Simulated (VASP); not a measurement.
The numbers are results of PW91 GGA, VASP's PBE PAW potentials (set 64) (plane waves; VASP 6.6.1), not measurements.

The input files of a VASP run:

**INCAR**
```
! general
SYSTEM =InP
PREC   =Accurate
ENCUT  =520   ! plane-wave cut-off (eV)
LREAL  =F
LASPH  =T

! electronic loop
EDIFF  =1E-7
NELM   =100
ALGO   =Normal
LMAXMIX=4   ! l cut-off of mixed one-centre charges

! smearing
ISMEAR =-5   ! tetrahedra, Bloechl

! functional
GGA    =91   ! PW91

! ions
ISIF   =2

! output
LWAVE  =F
LCHARG =T
LORBIT =11
NEDOS  =601   ! DOS grid
```

### KPOINTS
```
Automatic mesh
0
Gamma
9 9 9
0 0 0
```

File POSCAR:
```
InP
1
    0.0000000000     2.9782866392     2.9782866392
    2.9782866392     0.0000000000     2.9782866392
    2.9782866392     2.9782866392     0.0000000000
In P
1 1
Direct
  0.0000000000   0.0000000000   0.0000000000
  0.2500000000   0.2500000000   0.2500000000
```

POTCAR, in this order: In_d P (PBE.64 set). Program: vasp_std.

Output

OUTCAR:
```
 ion  position               nearest neighbor table
   1  0.000  0.000  0.000-   2 2.58   2 2.58   2 2.58   2 2.58
   2  0.250  0.250  0.250-   1 2.58   1 2.58   1 2.58   1 2.58
  LATTYP: Found a face centered cubic cell.
 ALAT       =     5.9565732784
 Subroutine PRICEL returns:
 Original cell was already a primitive cell.
 Subroutine GETGRP returns: Found 24 space group operations
The static configuration has the point symmetry T_d .
The dynamic configuration has the point symmetry T_d .
 Subroutine INISYM returns: Found 24 space group operations
 Subroutine IBZKPT returns following result:
 Found     35 irreducible k-points:

 Following reciprocal coordinates:
            Coordinates               Weight
  0.000000  0.000000  0.000000      1.000000
  0.111111  0.000000  0.000000      8.000000
  0.222222  0.000000  0.000000      8.000000
  0.333333  0.000000  0.000000      8.000000
  0.444444  0.000000  0.000000      8.000000
  0.111111  0.111111  0.000000      6.000000
  0.222222  0.111111  0.000000     24.000000
  0.333333  0.111111  0.000000     24.000000
  0.444444  0.111111  0.000000     24.000000
...
```

OSZICAR:
```
       N       E                     dE             d eps       ncg     rms          rms(c)
DAV:   1     0.114443749410E+03    0.11444E+03   -0.85769E+03   910   0.153E+03
DAV:   2    -0.603706206599E+00   -0.11505E+03   -0.11225E+03   940   0.329E+02
DAV:   3    -0.865058158991E+01   -0.80469E+01   -0.79977E+01  1220   0.910E+01
DAV:   4    -0.887742719261E+01   -0.22685E+00   -0.22670E+00  1080   0.173E+01
DAV:   5    -0.888735707097E+01   -0.99299E-02   -0.99297E-02  1351   0.300E+00    0.532E+00
DAV:   6    -0.847908949724E+01    0.40827E+00   -0.82970E-01  1341   0.165E+01    0.322E+00
DAV:   7    -0.845555265539E+01    0.23537E-01   -0.18561E-01  1245   0.375E+00    0.116E+00
DAV:   8    -0.845514864356E+01    0.40401E-03   -0.14798E-02  1154   0.174E+00    0.361E-01
DAV:   9    -0.845579183705E+01   -0.64319E-03   -0.23109E-03  1128   0.693E-01    0.196E-01
DAV:  10    -0.845580724151E+01   -0.15404E-04   -0.19530E-04  1191   0.118E-01    0.139E-01
DAV:  11    -0.845584850570E+01   -0.41264E-04   -0.29909E-05  1060   0.418E-02    0.540E-02
DAV:  12    -0.845586034659E+01   -0.11841E-04   -0.38446E-05  1048   0.110E-01    0.214E-02
DAV:  13    -0.845586051461E+01   -0.16802E-06   -0.19435E-06  1130   0.139E-02    0.181E-02
DAV:  14    -0.845586068697E+01   -0.17236E-06   -0.76062E-07  1030   0.952E-03    0.597E-03
DAV:  15    -0.845586078415E+01   -0.97182E-07   -0.55261E-08   745   0.190E-03
   1 F= -.84558608E+01 E0= -.84558608E+01  d E =0.000000E+00
```

**OUTCAR**
```
------------------------ aborting loop because EDIFF is reached ----------------------------------------
  FORCE on cell =-STRESS in cart. coord.  units (eV):
  Direction    XX          YY          ZZ          XY          YZ          ZX
  --------------------------------------------------------------------------------------
  Total        0.0044131      0.0044131      0.0044131     -0.0000000      0.0000000     -0.0000000
  in kB        0.1338206      0.1338206      0.1338206     -0.0000000      0.0000000     -0.0000000
  external PRESSURE =       0.1338206 kB  Pullay stress =       0.0000000 kB
  volume of cell :       52.84
      direct lattice vectors                 reciprocal lattice vectors
     0.000000000  2.978286639  2.978286639    -0.167881759  0.167881759  0.167881759
     2.978286639  0.000000000  2.978286639     0.167881759 -0.167881759  0.167881759
     2.978286639  2.978286639  0.000000000     0.167881759  0.167881759 -0.167881759
  FREE ENERGIE OF THE ION-ELECTRON SYSTEM (eV)
  ---------------------------------------------------
  free  energy   TOTEN  =        -8.4558607842 eV

  energy  without entropy=       -8.4558607842  energy(sigma->0) =       -8.45586078

 total charge

# of ion       s       p       d       tot
------------------------------------------
    1        0.829   0.720   9.895  11.444
    2        1.034   1.469   0.000   2.503
--------------------------------------------------
tot          1.863   2.189   9.895  13.947
```
(Selected blocks of OUTCAR.)

The compound is InP in the zinc blende structure. It was relaxed first.
